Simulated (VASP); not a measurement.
Method: optB88-vdW, VASP's PBE PAW potentials (set 64) (plane waves; VASP).

Input for VASP

### POSCAR
```
In
1
   -1.6341758189     1.6341758189     2.5694673943
    1.6341758189    -1.6341758189     2.5694673943
    1.6341758189     1.6341758189    -2.5694673943
In
1
Direct
  0.0000000000   0.0000000000   0.0000000000
```

### INCAR
```
# general
SYSTEM    =  In
PREC      =  Accurate
ENCUT     =  520
LREAL     =  .FALSE.
LASPH     =  .TRUE.   # aspherical one-centre terms

# electronic loop
EDIFF     =  1E-7
NELM      =  100   # most electronic steps
ALGO      =  Normal   # blocked Davidson
LMAXMIX   =  4   # l cut-off of mixed one-centre charges

# smearing
ISMEAR    =  -5   # tetrahedra, Bloechl

# functional
GGA       =  BO
LUSE_VDW  =  .TRUE.
AGGAC     =  0.0
PARAM1    =  0.1833333333
PARAM2    =  0.22

# ions
ISIF      =  2   # forces and stress, cell fixed

# output
LWAVE     =  .FALSE.
LCHARG    =  .TRUE.
LORBIT    =  11   # lm-projected
NEDOS     =  601
```

### KPOINTS
```
K-points
0
gamma
17 17 17
0 0 0
```

POTCAR, in this order: In_d (PBE.64 set). Program: vasp_std.

Output

OUTCAR:
```
 ion  position               nearest neighbor table
   1  0.000  0.000  0.000-
  LATTYP: Found a body centered tetragonal cell.
 ALAT       =     3.2683516378
 C/A-ratio  =     1.5723322819
 Subroutine PRICEL returns:
 Original cell was already a primitive cell.
 Subroutine GETGRP returns: Found 16 space group operations
The static configuration has the point symmetry D_4h.
The dynamic configuration has the point symmetry D_4h.
 Subroutine INISYM returns: Found 16 space group operations
 Subroutine IBZKPT returns following result:
 Found    405 irreducible k-points:

 Following reciprocal coordinates:
            Coordinates               Weight
  0.000000  0.000000  0.000000      1.000000
  0.058824  0.000000  0.000000      8.000000
  0.117647  0.000000 -0.000000      8.000000
  0.176471  0.000000 -0.000000      8.000000
  0.235294  0.000000 -0.000000      8.000000
  0.294118  0.000000  0.000000      8.000000
  0.352941  0.000000  0.000000      8.000000
  0.411765  0.000000 -0.000000      8.000000
  0.470588  0.000000 -0.000000      8.000000
...
```

OSZICAR:
```
       N       E                     dE             d eps       ncg     rms          rms(c)
DAV:   1     0.737796559614E+02    0.73780E+02   -0.65189E+03  8150   0.162E+03
DAV:   2     0.345438359723E+01   -0.70325E+02   -0.69490E+02  8222   0.287E+02
DAV:   3     0.692985512580E+00   -0.27614E+01   -0.27517E+01  9448   0.650E+01
DAV:   4     0.627728752275E+00   -0.65257E-01   -0.65267E-01 10240   0.103E+01
DAV:   5     0.624894136632E+00   -0.28346E-02   -0.28348E-02  9960   0.174E+00    0.172E+00
DAV:   6     0.643124751965E+00    0.18231E-01   -0.35126E-02  9376   0.400E+00    0.869E-01
DAV:   7     0.646834790251E+00    0.37100E-02   -0.10633E-02 10606   0.200E+00    0.227E-01
DAV:   8     0.647093939410E+00    0.25915E-03   -0.69328E-04  9056   0.523E-01    0.304E-02
DAV:   9     0.647091346055E+00   -0.25934E-05   -0.16930E-05 10846   0.667E-02    0.154E-02
DAV:  10     0.647089109191E+00   -0.22369E-05   -0.52511E-06  8708   0.209E-02    0.232E-03
DAV:  11     0.647089066539E+00   -0.42651E-07   -0.71557E-08  6692   0.325E-03
   1 F= 0.64708907E+00 E0= 0.64708907E+00  d E =0.000000E+00
```

**OUTCAR**
```
------------------------ aborting loop because EDIFF is reached ----------------------------------------
  FORCE on cell =-STRESS in cart. coord.  units (eV):
  Direction    XX          YY          ZZ          XY          YZ          ZX
  --------------------------------------------------------------------------------------
  Total        0.0405697      0.0405697     -0.0286217      0.0000000      0.0000000      0.0000000
  in kB        2.3681664      2.3681664     -1.6707250      0.0000000      0.0000000      0.0000000
  external PRESSURE =       1.0218693 kB  Pullay stress =       0.0000000 kB
  volume of cell :       27.45
      direct lattice vectors                 reciprocal lattice vectors
    -1.634175819  1.634175819  2.569467394     0.000000000  0.305964630  0.194592857
     1.634175819 -1.634175819  2.569467394     0.305964630  0.000000000  0.194592857
     1.634175819  1.634175819 -2.569467394     0.305964630  0.305964630  0.000000000
 POSITION                                       TOTAL-FORCE (eV/Angst)
 -----------------------------------------------------------------------------------
      0.00000      0.00000      0.00000        -0.000000      0.000000      0.000000
 -----------------------------------------------------------------------------------
    total drift:                                0.000000      0.000000      0.000000
  FREE ENERGIE OF THE ION-ELECTRON SYSTEM (eV)
  ---------------------------------------------------
  free  energy   TOTEN  =         0.6470890665 eV

  energy  without entropy=        0.6470890665  energy(sigma->0) =        0.64708907

 total charge

# of ion       s       p       d       tot
------------------------------------------
    1        1.020   0.474   9.846  11.341
```
(Selected blocks of OUTCAR.)

File OUTCAR:
```
 val. band max:        6.9282106350   @ k =  -0.4118  -0.4118   0.1176

 cond. band min:       6.6883359319   @ k =  -0.3529   0.4118   0.2941


 Fermi energy:         6.8390207768

 k-point     1 :       0.0000    0.0000    0.0000
  band No.  band energies     occupation
      1      -7.8518      2.00000
      2      -7.7145      2.00000
      3      -7.7145      2.00000
      4      -7.6844      2.00000
      5      -7.5464      2.00000
      6      -2.3658      2.00000
      7      16.8082      0.00000
      8      16.8082      0.00000
      9      16.9306      0.00000
     10      18.6594      0.00000

 k-point     2 :       0.0588    0.0000    0.0000
  band No.  band energies     occupation
      1      -7.8458      2.00000
      2      -7.7156      2.00000
      3      -7.7099      2.00000
      4      -7.6826      2.00000
      5      -7.5489      2.00000
      6      -2.2929      2.00000
      7      15.9639      0.00000
      8      16.6937      0.00000
      9      16.7395      0.00000
     10      18.4153      0.00000

 k-point     3 :       0.1176    0.0000   -0.0000
  band No.  band energies     occupation
      1      -7.8309      2.00000
      2      -7.7214      2.00000
      3      -7.6975      2.00000
      4      -7.6728      2.00000
      5      -7.5552      2.00000
      6      -2.0731      2.00000
      7      14.1832      0.00000
      8      16.1945      0.00000
      9      16.5694      0.00000
     10      18.2715      0.00000

 k-point     4 :       0.1765    0.0000   -0.0000
  band No.  band energies     occupation
      1      -7.8150      2.00000
      2      -7.7341      2.00000
      3      -7.6822      2.00000
      4      -7.6480      2.00000
      5      -7.5611      2.00000
      6      -1.7041      2.00000
      7      12.2509      0.00000
      8      15.5935      0.00000
      9      16.3646      0.00000
     10      18.2034      0.00000

 k-point     5 :       0.2353    0.0000   -0.0000
...
```

For a metal the tetrahedron method with Blöchl corrections gives inexact stress and forces. Unless said otherwise, spin-orbit coupling is left out, though it shifts the bands of the heavy elements here.

The compound is In in the bct structure. It was relaxed first.
